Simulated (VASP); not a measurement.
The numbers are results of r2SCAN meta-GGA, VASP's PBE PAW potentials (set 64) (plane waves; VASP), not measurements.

VASP ran on this input.

File KPOINTS:
```
Automatic mesh
0
Gamma
8 8 8
0 0 0
```

INCAR:
```
ENCUT = 400   # plane-wave cut-off (eV)
ALGO = Normal   # blocked Davidson
IBRION = 2
ISMEAR = 1
LWAVE = F
LMAXMIX = 4
EDIFF = 1E-6   # SCF stop (eV)
LREAL = F   # projection in real space or not
NELM = 100
ISIF = 3
LORBIT = 10
METAGGA = R2SCAN
SYSTEM = Ni3Fe
LASPH = T
SIGMA = 0.1   # width (eV)
LCHARG = F
NSW = 60
ISPIN = 2   # spin-polarised
MAGMOM = 3.0 3*0.7
PREC = Accurate
EDIFFG = -0.02   # ionic stop
LMIXTAU = T
```

**POSCAR**
```
Ni3Fe
1
    3.4881407161     0.0000000000     0.0000000000
    0.0000000000     3.4881407161    -0.0000000000
    0.0000000000    -0.0000000000     3.4881407161
Fe Ni
1 3
Direct
  0.0000000000   0.0000000000   0.0000000000
  0.0000000000   0.5000000000   0.5000000000
  0.5000000000   0.0000000000   0.5000000000
  0.5000000000   0.5000000000   0.0000000000
```

POTCAR, in this order: Fe Ni (PBE.64 set). Program: vasp_std.

Output of the run:

OSZICAR:
```
       N       E                     dE             d eps       ncg     rms          rms(c)
DAV:   1     0.197470971743E+03    0.19747E+03   -0.14965E+04  3760   0.177E+03
DAV:   2    -0.459369144922E+02   -0.24341E+03   -0.23351E+03  3648   0.346E+02
DAV:   3    -0.593437766037E+02   -0.13407E+02   -0.12831E+02  3758   0.113E+02
DAV:   4    -0.595091177720E+02   -0.16534E+00   -0.16509E+00  3870   0.132E+01
DAV:   5    -0.595149031666E+02   -0.57854E-02   -0.57851E-02  5200   0.197E+00    0.230E+01
DAV:   6    -0.532123608787E+02    0.63025E+01   -0.54108E+01  3898   0.130E+02    0.305E+01
DAV:   7    -0.540142828066E+02   -0.80192E+00   -0.25867E+01  4298   0.125E+02    0.251E+01
DAV:   8    -0.503909853615E+02    0.36233E+01   -0.12284E+01  4566   0.606E+01    0.656E+00
DAV:   9    -0.506940549187E+02   -0.30307E+00   -0.10124E+00  4118   0.124E+01    0.339E+00
DAV:  10    -0.506836132248E+02    0.10442E-01   -0.15385E-01  4870   0.862E+00    0.192E+00
DAV:  11    -0.506768460697E+02    0.67672E-02   -0.71228E-02  4650   0.393E+00    0.115E+00
DAV:  12    -0.506789068980E+02   -0.20608E-02   -0.11391E-02  4228   0.164E+00    0.431E-01
DAV:  13    -0.506797287881E+02   -0.82189E-03   -0.14184E-03  4818   0.521E-01    0.133E-01
DAV:  14    -0.506798111803E+02   -0.82392E-04   -0.30412E-04  4316   0.295E-01    0.102E-01
DAV:  15    -0.506798222661E+02   -0.11086E-04   -0.46607E-05  4140   0.150E-01    0.441E-02
DAV:  16    -0.506798324766E+02   -0.10211E-04   -0.22396E-05  5210   0.102E-01    0.194E-02
DAV:  17    -0.506798319369E+02    0.53963E-06   -0.60192E-06  3838   0.697E-02
   1 F= -.50679832E+02 E0= -.50679469E+02  d E =-.506798E+02  mag=     5.1959
       N       E                     dE             d eps       ncg     rms          rms(c)
DAV:   1    -0.516895002224E+02   -0.10097E+01   -0.10981E+01  3644   0.494E+01    0.102E+01
DAV:   2    -0.545331465012E+02   -0.28436E+01   -0.21277E+01  4176   0.952E+01    0.325E+01
DAV:   3    -0.507533629535E+02    0.37798E+01   -0.78712E+00  4444   0.783E+01    0.673E+00
DAV:   4    -0.507029020625E+02    0.50461E-01   -0.71423E-01  4038   0.123E+01    0.276E+00
DAV:   5    -0.506856215751E+02    0.17280E-01   -0.65058E-02  4798   0.372E+00    0.148E+00
DAV:   6    -0.506780756242E+02    0.75460E-02   -0.48401E-02  5330   0.438E+00    0.667E-01
DAV:   7    -0.506786181818E+02   -0.54256E-03   -0.11869E-02  4124   0.186E+00    0.304E-01
DAV:   8    -0.506789630710E+02   -0.34489E-03   -0.18383E-03  5760   0.107E+00    0.169E-01
DAV:   9    -0.506789892598E+02   -0.26189E-04   -0.48275E-04  4048   0.344E-01    0.831E-02
DAV:  10    -0.506790501384E+02   -0.60879E-04   -0.81247E-05  4788   0.178E-01    0.363E-02
DAV:  11    -0.506790502015E+02   -0.63080E-07   -0.56212E-05  4814   0.111E-01    0.127E-02
DAV:  12    -0.506790530055E+02   -0.28040E-05   -0.55339E-06  3470   0.369E-02    0.688E-03
DAV:  13    -0.506790531685E+02   -0.16304E-06   -0.69399E-07  2010   0.214E-02
   2 F= -.50679053E+02 E0= -.50679017E+02  d E =0.778768E-03  mag=     5.2791
       N       E                     dE             d eps       ncg     rms          rms(c)
DAV:   1    -0.509424702956E+02   -0.26342E+00   -0.28149E+00  3648   0.241E+01    0.492E+00
DAV:   2    -0.514133002600E+02   -0.47083E+00   -0.34220E+00  4114   0.460E+01    0.109E+01
DAV:   3    -0.506980314352E+02    0.71527E+00   -0.16524E+00  4068   0.412E+01    0.296E+00
DAV:   4    -0.506925759255E+02    0.54555E-02   -0.13945E-01  3994   0.592E+00    0.810E-01
DAV:   5    -0.506911153700E+02    0.14606E-02   -0.11331E-02  4710   0.116E+00    0.320E-01
DAV:   6    -0.506898556320E+02    0.12597E-02   -0.19140E-03  4864   0.875E-01    0.155E-01
DAV:   7    -0.506899257201E+02   -0.70088E-04   -0.40571E-04  4032   0.284E-01    0.874E-02
DAV:   8    -0.506899423273E+02   -0.16607E-04   -0.15924E-04  4198   0.250E-01    0.720E-02
DAV:   9    -0.506899303393E+02    0.11988E-04   -0.51767E-05  4706   0.180E-01    0.227E-02
DAV:  10    -0.506899317644E+02   -0.14251E-05   -0.88170E-06  5038   0.478E-02    0.144E-02
DAV:  11    -0.506899296398E+02    0.21245E-05   -0.20932E-06  2216   0.342E-02    0.417E-03
DAV:  12    -0.506899290418E+02    0.59808E-06   -0.71146E-07  2102   0.149E-02
   3 F= -.50689929E+02 E0= -.50689666E+02  d E =-.100971E-01  mag=     5.2409
```

OUTCAR:
```
------------------------ aborting loop because EDIFF is reached ----------------------------------------
  FORCE on cell =-STRESS in cart. coord.  units (eV):
  Direction    XX          YY          ZZ          XY          YZ          ZX
  --------------------------------------------------------------------------------------
  Total        0.0088640      0.0088640      0.0088640      0.0000000      0.0000000     -0.0000000
  in kB        0.3283910      0.3283910      0.3283910      0.0000000      0.0000000     -0.0000000
  external PRESSURE =       0.3283910 kB  Pullay stress =       0.0000000 kB
  volume of cell :       43.25
      direct lattice vectors                 reciprocal lattice vectors
     3.510071090 -0.000000000 -0.000000000     0.284894515 -0.000000000  0.000000000
     0.000000000  3.510071090 -0.000000000     0.000000000  0.284894515 -0.000000000
    -0.000000000  0.000000000  3.510071090     0.000000000  0.000000000  0.284894515
 POSITION                                       TOTAL-FORCE (eV/Angst)
 -----------------------------------------------------------------------------------
      0.00000      0.00000      0.00000         0.000000     -0.000000      0.000000
     -0.00000      1.75504      1.75504        -0.000000      0.000000      0.000000
      1.75504      0.00000      1.75504         0.000000      0.000000      0.000000
      1.75504      1.75504     -0.00000         0.000000     -0.000000      0.000000
 -----------------------------------------------------------------------------------
    total drift:                                0.000000     -0.000000     -0.000000
  FREE ENERGIE OF THE ION-ELECTRON SYSTEM (eV)
  ---------------------------------------------------
  free  energy   TOTEN  =       -50.6899290418 eV

  energy  without entropy=      -50.6891389698  energy(sigma->0) =      -50.68966568

 total charge

# of ion       s       p       d       tot
------------------------------------------
    1        0.495   0.562   6.052   7.109
    2        0.535   0.568   8.329   9.433
    3        0.535   0.568   8.329   9.433
    4        0.535   0.568   8.329   9.433
--------------------------------------------------
tot          2.101   2.267  31.041  35.409

 magnetization (x)

# of ion       s       p       d       tot
------------------------------------------
    1        0.024  -0.009   3.149   3.164
    2       -0.020  -0.069   0.811   0.722
    3       -0.020  -0.069   0.811   0.722
    4       -0.020  -0.069   0.811   0.722
--------------------------------------------------
tot         -0.036  -0.216   5.582   5.330

 reached required accuracy - stopping structural energy minimisation
```
(Selected blocks of OUTCAR.)

**CONTCAR**
```
Ni3Fe
   1.00000000000000
     3.5100710901221830   -0.0000000000000000   -0.0000000000000000
     0.0000000000000000    3.5100710901221830   -0.0000000000000000
    -0.0000000000000000    0.0000000000000000    3.5100710901221830
  Fe              Ni
     1     3
Direct
     0.0000000000000000    0.0000000000000000    0.0000000000000000
     0.0000000000000000    0.5000000000000000    0.5000000000000000
     0.5000000000000000    0.0000000000000000    0.5000000000000000
     0.5000000000000000    0.5000000000000000    0.0000000000000000
```

**OUTCAR**
```
 val. band max:        8.9856906427   @ k =   0.3750   0.2500   0.2500

 cond. band min:       9.0417654724   @ k =   0.5000   0.1250   0.1250


 Fermi energy:         8.9970623359

 spin component 1

 k-point     1 :       0.0000    0.0000    0.0000
  band No.  band energies     occupation
      1      -0.7449      1.00000
      2       2.7817      1.00000
      3       2.7817      1.00000
      4       3.5631      1.00000
      5       3.5631      1.00000
      6       3.5631      1.00000
      7       3.7451      1.00000
      8       5.5534      1.00000
      9       5.5534      1.00000
     10       5.5534      1.00000
     11       6.5776      1.00000
     12       6.5777      1.00000
     13       7.6287      1.00000
     14       7.6287      1.00000
     15       7.6312      1.00000
     16       7.6312      1.00000
     17       7.6312      1.00000
     18       7.7082      1.00000
     19       7.8071      1.00000
     20       7.8071      1.00000
     21       7.8071      1.00000
     22      11.2277      0.00000
     23      11.2277      0.00000
     24      11.2277      0.00000
     25      18.0735      0.00000
     26      18.0735      0.00000

 k-point     2 :       0.1250    0.0000    0.0000
  band No.  band energies     occupation
      1      -0.5313      1.00000
      2       2.8581      1.00000
      3       2.8719      1.00000
      4       3.6226      1.00000
      5       3.6345      1.00000
      6       3.6345      1.00000
      7       3.8243      1.00000
      8       5.4838      1.00000
      9       5.6034      1.00000
     10       5.6034      1.00000
     11       6.4925      1.00000
     12       6.6000      1.00000
     13       7.2986      1.00000
     14       7.2986      1.00000
     15       7.5374      1.00000
     16       7.5899      1.00000
     17       7.6299      1.00000
     18       7.6426      1.00000
     19       7.6426      1.00000
     20       7.6497      1.00000
...
```

The compound is Ni3Fe in the L1_2 structure. This run relaxes it. Symmetry was kept, so distortions that lower it aren't found. The start is the result of an earlier pass.
